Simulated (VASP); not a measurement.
# From one sheet to two: 1T-PtSe2 monolayer, part 4 of 6

What are the lattice, gap and band positions of 1T-PtSe2 monolayer, and what does a second sheet change?

VASP 6.6.1, plane waves and PAW; the level of theory is named at each step.

So far, least gap on mesh and path (eV): step 4 (vacuum level and density of states, optB86b-vdW) 1.29; step 7 (with spin-orbit coupling, optB86b-vdW, spin-orbit coupling) 1.11.

## 9. A rigid stacking

Level of this step: optB86b-vdW; plane waves and PAW (Pt, Se) (VASP).

INCAR reads:

```
SYSTEM = PtSe2
PREC = Normal
ENCUT = 350
EDIFF = 1E-05
NELM = 120
ISMEAR = 0
SIGMA = 0.03
LREAL = .FALSE.
ALGO = Fast
GGA = MK
AGGAC = 0
LUSE_VDW = .TRUE.
PARAM1 = 0.1234
PARAM2 = 1
LASPH = .TRUE.
NBANDS = 28
LORBIT = 11
LWAVE = .FALSE.
LCHARG = .FALSE.
KPAR = 4
IDIPOL = 3
LDIPOL = .TRUE.
DIPOL = 0.5 0.5 0.5
```

POSCAR reads:

```
PtSe2
1.0
    3.7077323683      0.0000000000      0.0000000000
   -1.8538661842      3.2109904214      0.0000000000
    0.0000000000      0.0000000000     25.4307323432
Pt Se
2 4
Direct
    0.0000000000      0.0000000000      0.3866456900
    0.3333333300      0.6666666700      0.6133543100
    0.3333333300      0.6666666700      0.3342412600
    0.6666666700      0.3333333300      0.4390501200
    0.6666666700      0.3333333300      0.5609498800
    0.0000000000      1.0000000000      0.6657587400
```

KPOINTS reads:

```
Automatic mesh
0
Gamma
9 9 1
0 0 0
```

The projector-augmented-wave data sets are Pt and Se (PBE family, release 64).

On the command line:

```
$ mpirun -np 4 vasp_std
```

Output:

```text
[... set-up lines as in an earlier step ...]
 entering main loop
       N       E                     dE             d eps       ncg     rms          rms(c)
DAV:   1     0.289344205989E+03    0.28934E+03   -0.13900E+04   672   0.916E+02
DAV:   2     0.793230470375E+01   -0.28141E+03   -0.27206E+03   968   0.203E+02
DAV:   3    -0.181089156480E+02   -0.26041E+02   -0.25637E+02   788   0.698E+01
DAV:   4    -0.187543898943E+02   -0.64547E+00   -0.64239E+00   864   0.116E+01
[...]
RMM:  12    -0.171299415198E+02   -0.21880E-04   -0.41429E-04   739   0.109E-01    0.439E-02
RMM:  13    -0.171299628432E+02   -0.21323E-04   -0.12278E-04   757   0.552E-02    0.362E-02
RMM:  14    -0.171299721914E+02   -0.93482E-05   -0.43196E-05   587   0.324E-02
   1 F= -.17129972E+02 E0= -.17129972E+02  d E =-.501886E-14
```

The job ended after 43 s (4 MPI ranks of Intel Xeon 6975P-C (Granite Rapids), shared host; peak memory 1.7 GiB; 2.8 min of CPU time).

Parts of OUTCAR (step 9):

```text
  Total        0.7005066      0.7005066      1.8238782     -0.0000000     -0.0000000     -0.0000000
  in kB        3.7069488      3.7069488      9.6516186     -0.0000000     -0.0000000     -0.0000000
  external PRESSURE =       5.6885054 kB  Pullay stress =       0.0000000 kB

 POSITION                                       TOTAL-FORCE (eV/Angst)
 -----------------------------------------------------------------------------------
      0.00000      0.00000      9.83268        -0.000000      0.000000     -0.093683
     -0.00000      2.14066     15.59805         0.000000      0.000000      0.093683
     -0.00000      2.14066      8.50000        -0.000000      0.000000     -0.038418
      1.85387      1.07033     11.16537         0.000000      0.000000     -0.349106
      1.85387      1.07033     14.26537        -0.000000     -0.000000      0.349106
      0.00000      0.00000     16.93073         0.000000     -0.000000      0.038418
 -----------------------------------------------------------------------------------
    total drift:                               -0.000001      0.000001     -0.000007

  FREE ENERGIE OF THE ION-ELECTRON SYSTEM (eV)
  ---------------------------------------------------
  free  energy   TOTEN  =       -17.1299721914 eV

  energy  without entropy=      -17.1299721914  energy(sigma->0) =      -17.12997219

[... 2 parts as in an earlier step ...]

[... 1 further part left out ...]
[key lines of the parts left out:]
E-fermi :  -0.4574
```

Energy at zero smearing: -17.12997 eV.

## 10. A rigid stacking

INCAR is that of step 9.

POSCAR reads:

```
PtSe2
1.0
    3.7077323683      0.0000000000      0.0000000000
   -1.8538661842      3.2109904214      0.0000000000
    0.0000000000      0.0000000000     25.4307323432
Pt Se
2 4
Direct
    0.0000000000      0.0000000000      0.3866456900
    0.6666666700      0.3333333300      0.6133543100
    0.3333333300      0.6666666700      0.3342412600
    0.6666666700      0.3333333300      0.4390501200
    1.0000000000      0.0000000000      0.5609498800
    0.3333333300      0.6666666700      0.6657587400
```

KPOINTS is that of step 9.

On the command line:

```
$ mpirun -np 4 vasp_std
```

Output:

```text
[... set-up lines as in an earlier step ...]
 entering main loop
       N       E                     dE             d eps       ncg     rms          rms(c)
DAV:   1     0.287023757973E+03    0.28702E+03   -0.13896E+04   672   0.917E+02
DAV:   2     0.846419585061E+01   -0.27856E+03   -0.26899E+03   916   0.203E+02
DAV:   3    -0.183501843966E+02   -0.26814E+02   -0.26177E+02   828   0.697E+01
DAV:   4    -0.189999373904E+02   -0.64975E+00   -0.64379E+00   796   0.116E+01
[...]
RMM:  12    -0.173202781430E+02    0.72104E-05   -0.39874E-04   744   0.107E-01    0.555E-02
RMM:  13    -0.173202926565E+02   -0.14514E-04   -0.12995E-04   755   0.577E-02    0.437E-02
RMM:  14    -0.173202968513E+02   -0.41948E-05   -0.32290E-05   539   0.282E-02
   1 F= -.17320297E+02 E0= -.17320297E+02  d E =-.206173E-18
```

Run time: 48 s. Hardware: 4 MPI ranks; peak memory 1.8 GiB; 3.1 min of CPU time.

Parts of OUTCAR (step 10):

```text
  Total        0.2595826      0.2595826     -0.0707268     -0.0000000      0.0000000     -0.0000000
  in kB        1.3736623      1.3736623     -0.3742728     -0.0000000      0.0000000     -0.0000000
  external PRESSURE =       0.7910173 kB  Pullay stress =       0.0000000 kB

 POSITION                                       TOTAL-FORCE (eV/Angst)
 -----------------------------------------------------------------------------------
      0.00000      0.00000      9.83268        -0.000000     -0.000000      0.026931
      1.85387      1.07033     15.59805         0.000000      0.000000     -0.026931
     -0.00000      2.14066      8.50000         0.000000     -0.000000     -0.038075
      1.85387      1.07033     11.16537        -0.000000      0.000000      0.033029
      0.00000      0.00000     14.26537         0.000000      0.000000     -0.033029
     -0.00000      2.14066     16.93073        -0.000000     -0.000000      0.038075
 -----------------------------------------------------------------------------------
    total drift:                                0.000001     -0.000001      0.000007

  FREE ENERGIE OF THE ION-ELECTRON SYSTEM (eV)
  ---------------------------------------------------
  free  energy   TOTEN  =       -17.3202968513 eV

  energy  without entropy=      -17.3202968513  energy(sigma->0) =      -17.32029685

[... 2 parts as in an earlier step ...]

[... 1 further part left out ...]
[key lines of the parts left out:]
E-fermi :  -0.7619
```

Energy at zero smearing: -17.32030 eV.

## 11. A rigid stacking

INCAR is that of step 10.

POSCAR reads:

```
PtSe2
1.0
    3.7077323683      0.0000000000      0.0000000000
   -1.8538661842      3.2109904214      0.0000000000
    0.0000000000      0.0000000000     25.4307323432
Pt Se
2 4
Direct
    0.0000000000      0.0000000000      0.3866456900
    0.0000000000      0.0000000000      0.6133543100
    0.3333333300      0.6666666700      0.3342412600
    0.6666666700      0.3333333300      0.4390501200
    0.6666666700      0.3333333300      0.5609498800
    0.3333333300      0.6666666700      0.6657587400
```

KPOINTS is that of step 10.

On the command line:

```
$ mpirun -np 4 vasp_std
```

Output:

```text
[... set-up lines as in an earlier step ...]
 entering main loop
       N       E                     dE             d eps       ncg     rms          rms(c)
DAV:   1     0.288090758901E+03    0.28809E+03   -0.13899E+04   672   0.916E+02
DAV:   2     0.850972391187E+01   -0.27958E+03   -0.27081E+03   940   0.204E+02
DAV:   3    -0.180366710083E+02   -0.26546E+02   -0.25958E+02   808   0.698E+01
DAV:   4    -0.187236473951E+02   -0.68698E+00   -0.67617E+00   800   0.118E+01
[...]
RMM:  15    -0.170946970523E+02   -0.11770E-04   -0.11172E-05   446   0.143E-02    0.490E-03
RMM:  16    -0.170947074799E+02   -0.10428E-04   -0.41539E-06   398   0.880E-03    0.219E-03
RMM:  17    -0.170947141033E+02   -0.66235E-05   -0.23108E-06   368   0.646E-03
   1 F= -.17094714E+02 E0= -.17094714E+02  d E =-.610561E-12
```

The job ended after 57 s (4 MPI ranks; peak memory 1.7 GiB).

From OUTCAR (step 11):

```text
  Total        0.6585782      0.6585782      2.1512089     -0.0000000     -0.0000000      0.0000000
  in kB        3.4850715      3.4850715     11.3837911     -0.0000000     -0.0000000      0.0000000
  external PRESSURE =       6.1179781 kB  Pullay stress =       0.0000000 kB

 POSITION                                       TOTAL-FORCE (eV/Angst)
 -----------------------------------------------------------------------------------
      0.00000      0.00000      9.83268        -0.000000      0.000000     -0.066406
      0.00000      0.00000     15.59805        -0.000000     -0.000000      0.066406
     -0.00000      2.14066      8.50000         0.000000     -0.000000     -0.066867
      1.85387      1.07033     11.16537         0.000000      0.000000     -0.442502
      1.85387      1.07033     14.26537        -0.000000     -0.000000      0.442502
     -0.00000      2.14066     16.93073         0.000000     -0.000000      0.066867
 -----------------------------------------------------------------------------------
    total drift:                               -0.000002      0.000001      0.000000

  FREE ENERGIE OF THE ION-ELECTRON SYSTEM (eV)
  ---------------------------------------------------
  free  energy   TOTEN  =       -17.0947141033 eV

  energy  without entropy=      -17.0947141033  energy(sigma->0) =      -17.09471410

[... 2 parts as in an earlier step ...]

[... 1 further part left out ...]
[key lines of the parts left out:]
E-fermi :  -0.4680
```

Energy at zero smearing: -17.09471 eV.

## 12. A rigid stacking

INCAR is that of step 11.

POSCAR reads:

```
PtSe2
1.0
    3.7077323683      0.0000000000      0.0000000000
   -1.8538661842      3.2109904214      0.0000000000
    0.0000000000      0.0000000000     25.4307323432
Pt Se
2 4
Direct
    0.0000000000      0.0000000000      0.3866456900
    0.3333333300      0.6666666700      0.6133543100
    0.3333333300      0.6666666700      0.3342412600
    0.6666666700      0.3333333300      0.4390501200
    0.0000000000      1.0000000000      0.5609498800
    0.6666666700      0.3333333300      0.6657587400
```

KPOINTS is that of step 11.

On the command line:

```
$ mpirun -np 4 vasp_std
```

Output:

```text
[... set-up lines as in an earlier step ...]
 entering main loop
       N       E                     dE             d eps       ncg     rms          rms(c)
DAV:   1     0.286673554782E+03    0.28667E+03   -0.13897E+04   672   0.917E+02
DAV:   2     0.833598902881E+01   -0.27834E+03   -0.26822E+03   972   0.202E+02
DAV:   3    -0.183403229028E+02   -0.26676E+02   -0.26017E+02   808   0.693E+01
DAV:   4    -0.190192384323E+02   -0.67892E+00   -0.67201E+00   840   0.117E+01
[...]
RMM:  16    -0.173416809293E+02   -0.11447E-04   -0.30464E-06   411   0.786E-03    0.125E-03
RMM:  17    -0.173416946069E+02   -0.13678E-04   -0.33301E-06   353   0.650E-03    0.559E-04
RMM:  18    -0.173416982691E+02   -0.36621E-05   -0.10025E-06   234   0.461E-03
   1 F= -.17341698E+02 E0= -.17341698E+02  d E =-.564582E-18
```

Elapsed: 55 s, on 4 MPI ranks; peak memory 1.8 GiB.

OUTCAR, selected parts (step 12):

```text
  Total        0.3386587      0.3386587     -0.4049179     -0.0000000      0.0000000     -0.0000000
  in kB        1.7921179      1.7921179     -2.1427492     -0.0000000      0.0000000     -0.0000000
  external PRESSURE =       0.4804955 kB  Pullay stress =       0.0000000 kB

 POSITION                                       TOTAL-FORCE (eV/Angst)
 -----------------------------------------------------------------------------------
      0.00000      0.00000      9.83268         0.000000      0.000000      0.033444
     -0.00000      2.14066     15.59805         0.000000     -0.000000     -0.074315
     -0.00000      2.14066      8.50000         0.000000      0.000000     -0.028120
      1.85387      1.07033     11.16537        -0.000000      0.000000      0.083696
      0.00000      0.00000     14.26537        -0.000000      0.000000     -0.050433
      1.85387      1.07033     16.93073         0.000000     -0.000000      0.035728
 -----------------------------------------------------------------------------------
    total drift:                                0.000001      0.000001     -0.000339

  FREE ENERGIE OF THE ION-ELECTRON SYSTEM (eV)
  ---------------------------------------------------
  free  energy   TOTEN  =       -17.3416982691 eV

  energy  without entropy=      -17.3416982691  energy(sigma->0) =      -17.34169827

[... 2 parts as in an earlier step ...]

[... 1 further part left out ...]
[key lines of the parts left out:]
E-fermi :  -0.7552
```

Energy at zero smearing: -17.34170 eV.

(Part 4 of 6 ends here.)

[Lines on the potential files, build, host, timing and source positions are cut from VASP's logs without a mark.]

[Logs are printed without paths, hosts, clocks, repeated set-up lines and the standing remarks that a program may print on its own settings, such as how far it seeks lower states.]

[Hosts, paths, dates, database ids (printed as entryN), source tags and the programs' standing remarks are cut or masked in the printed files.]

[Runs that stopped without an error message from VASP are left out.]
